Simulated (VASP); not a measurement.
Computed with PBE GGA, VASP's PBE PAW potentials (set 64) (plane waves; VASP 6.6.1).

Input for VASP

**POSCAR**
```
InP
4.1507170
  0.0000000000   0.7071067481   0.7071067481
  0.7071067481   0.0000000000   0.7071067481
  0.7071067481   0.7071067481   0.0000000000
In P
1 1
Direct
  0.0000000000   0.0000000000   0.0000000000
  0.2500000000   0.2500000000   0.2500000000
```

**INCAR**
```
! general
SYSTEM  = InP
PREC    = Accurate
ENCUT   = 400
LREAL   = .FALSE.
LASPH   = .TRUE.
ISYM    = -1

! electronic loop
EDIFF   = 1E-6   ! SCF stop (eV)
NELM    = 100   ! most electronic steps
ALGO    = Normal
LMAXMIX = 4

! smearing
ISMEAR  = 0   ! Gaussian
SIGMA   = 0.05   ! width (eV)

! functional
GGA     = PE

! ions
ISIF    = 2   ! forces and stress, cell fixed

! output
LWAVE   = .FALSE.
LCHARG  = .FALSE.
```

### KPOINTS
```
kpoints
0
gamma
 7 7 7
0 0 0
```

POTCAR, in this order: In_d P (PBE.64 set). Program: vasp_std.

The resulting files:

OSZICAR:
```
       N       E                     dE             d eps       ncg     rms          rms(c)
DAV:   1     0.103644132926E+03    0.10364E+03   -0.74434E+03  8977   0.128E+03
DAV:   2    -0.153201284590E+01   -0.10518E+03   -0.10202E+03  9408   0.299E+02
DAV:   3    -0.861196698262E+01   -0.70800E+01   -0.70341E+01 11548   0.853E+01
DAV:   4    -0.879505065392E+01   -0.18308E+00   -0.18298E+00 10723   0.153E+01
DAV:   5    -0.880377323281E+01   -0.87226E-02   -0.87223E-02 13231   0.281E+00    0.564E+00
DAV:   6    -0.840917975597E+01    0.39459E+00   -0.74772E-01 13163   0.158E+01    0.347E+00
DAV:   7    -0.838136822863E+01    0.27812E-01   -0.20576E-01 11956   0.395E+00    0.125E+00
DAV:   8    -0.838158444912E+01   -0.21622E-03   -0.17424E-02 11264   0.195E+00    0.381E-01
DAV:   9    -0.838231211605E+01   -0.72767E-03   -0.23421E-03 11379   0.742E-01    0.199E-01
DAV:  10    -0.838235459926E+01   -0.42483E-04   -0.21663E-04 11679   0.127E-01    0.139E-01
DAV:  11    -0.838240266672E+01   -0.48067E-04   -0.36485E-05 10113   0.478E-02    0.484E-02
DAV:  12    -0.838241754860E+01   -0.14882E-04   -0.45890E-05 10170   0.120E-01    0.227E-02
DAV:  13    -0.838241771777E+01   -0.16917E-06   -0.20998E-06 10255   0.152E-02
   1 F= -.83824177E+01 E0= -.83824177E+01  d E =-.722926E-12
```

OUTCAR:
```
------------------------ aborting loop because EDIFF is reached ----------------------------------------
  FORCE on cell =-STRESS in cart. coord.  units (eV):
  Direction    XX          YY          ZZ          XY          YZ          ZX
  --------------------------------------------------------------------------------------
  Total        0.9199699      0.9199843      0.9199768      0.0000070      0.0000107      0.0000148
  in kB       29.1494181     29.1498728     29.1496359      0.0002207      0.0003393      0.0004698
  external PRESSURE =      29.1496423 kB  Pullay stress =       0.0000000 kB
  volume of cell :       50.57
      direct lattice vectors                 reciprocal lattice vectors
     0.000000000  2.935000000  2.935000000    -0.170357751  0.170357751  0.170357751
     2.935000000  0.000000000  2.935000000     0.170357751 -0.170357751  0.170357751
     2.935000000  2.935000000  0.000000000     0.170357751  0.170357751 -0.170357751
  FREE ENERGIE OF THE ION-ELECTRON SYSTEM (eV)
  ---------------------------------------------------
  free  energy   TOTEN  =        -8.3824177178 eV

  energy  without entropy=       -8.3824177178  energy(sigma->0) =       -8.38241772
```
(Selected blocks of OUTCAR.)

### OUTCAR
```
 val. band max:        5.1407882502   @ k =   0.0000   0.0000   0.0000

 cond. band min:       5.8270625339   @ k =   0.0000   0.0000   0.0000


 Fermi energy:         5.3624195290

 k-point     1 :       0.0000    0.0000    0.0000
  band No.  band energies     occupation
      1      -9.0377      2.00000
      2      -9.0377      2.00000
      3      -9.0377      2.00000
      4      -8.8880      2.00000
      5      -8.8880      2.00000
      6      -6.3453      2.00000
      7       5.1408      2.00000
      8       5.1408      2.00000
      9       5.1408      2.00000
     10       5.8271      0.00000
     11       9.2318      0.00000
     12       9.2318      0.00000
     13       9.2318      0.00000

 k-point     2 :       0.1429    0.0000    0.0000
  band No.  band energies     occupation
      1      -9.0614      2.00000
      2      -9.0283      2.00000
      3      -9.0283      2.00000
      4      -8.8878      2.00000
      5      -8.8878      2.00000
      6      -6.1150      2.00000
      7       3.3282      2.00000
      8       4.9077      2.00000
      9       4.9077      2.00000
     10       6.8573      0.00000
     11       9.4703      0.00000
     12       9.5762      0.00000
     13       9.5762      0.00000

 k-point     3 :       0.2857    0.0000    0.0000
  band No.  band energies     occupation
      1      -9.1115      2.00000
      2      -9.0105      2.00000
      3      -9.0105      2.00000
      4      -8.8837      2.00000
      5      -8.8837      2.00000
      6      -5.4897      2.00000
      7       1.2075      2.00000
      8       4.4875      2.00000
      9       4.4875      2.00000
     10       6.8668      0.00000
     11       9.9857      0.00000
     12       9.9857      0.00000
     13      10.8624      0.00000

 k-point     4 :       0.4286    0.0000    0.0000
  band No.  band energies     occupation
      1      -9.1492      2.00000
      2      -9.0004      2.00000
      3      -9.0004      2.00000
...
```

Unless said otherwise, spin-orbit coupling is left out, though it shifts the bands of the heavy elements here.

The compound is InP in the zinc blende structure. The cell was not relaxed at this level. The run is one of a series of settings (ISYM = -1 against the base run), some of them coarse on purpose.
